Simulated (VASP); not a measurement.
Runs of VASP 6.6.1 on GaAs. Symmetry: F-43m, No. 216, cubic system. The conventional cell has a = 5.670 Å, b = 5.670 Å, c = 5.670 Å, α = 90.00°, β = 90.00°, γ = 90.00°. Ga (site symmetry -43m) is surrounded by 4 As at 2.46 Å. Around As (site symmetry -43m) lie 4 Ga at 2.46 Å. The cell was built by a generator and needn't be a form met in nature.

```tsv
task	level	cell	k mesh	cutoff (eV)	grid for exact exchange (PRECFOCK)	screening parameter	gap on the mesh (eV)	pressure (GPa)
relaxation of cell and atoms	r2SCAN+rVV10	relaxed	10 × 10 × 10	600	-	-	1.00	0.0
electrostatic potential	HSE06	F-43m, 22.55 Å³/atom	6 × 6 × 6	520	Fast	0.2 1/A	(a)	1.1
electrostatic potential	r2SCAN+rVV10	F-43m, 22.55 Å³/atom	10 × 10 × 10	520	-	-	1.00	0.0
band structure	r2SCAN+rVV10	F-43m, 22.55 Å³/atom	10 × 10 × 10	520	-	-	1.00	0.0
```

Alike in all rows: potentials or basis VASP PAW PBE potentials, release 64 (Ga_d, As); no spin polarisation; smearing gaussian 0.02 eV.

Question: Fill in the values left out.

Answer: (a) 1.45.

Caveats: the PAW data sets were made with another functional, which shifts forces and pressure a little.

A k mesh can miss the band edges, and the runs leave out spin-orbit coupling on As, Ga.

Runs at the PBE level aren't shown here.
